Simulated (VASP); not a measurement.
Input:

```
CELL_PARAMETERS angstrom
      2.82192     0.00000     0.00000
      0.00000     2.82192     0.00000
      0.00000     0.00000     2.82192
ATOMIC_POSITIONS crystal
  Al 0.50000 0.50000 0.50000
  Co 0.00000 0.00000 0.00000
```

Method: PBEsol GGA, VASP's PBE PAW potentials (set 64) (plane waves; VASP). Run with 400 eV cut-off, 12×12×12 Γ-centred mesh, first-order Methfessel-Paxton smearing of 0.10 eV, potentials Al Co.

Problem. What does the run give for the energy per atom (σ→0), band gap (on the k-mesh) with the smallest direct gap where there is one?

Solution. 
* **band gap (on the k-mesh)**: none (metal, semimetal or under 0.01 eV)
* **energy per atom (σ→0)**: -6.541 eV/atom

Only differences to runs with the same potentials and settings are physical.

The compound is CoAl in the CsCl type structure. It was relaxed first. The start is the result of an earlier pass. The run is not spin-polarised, so no magnetic state was tried.
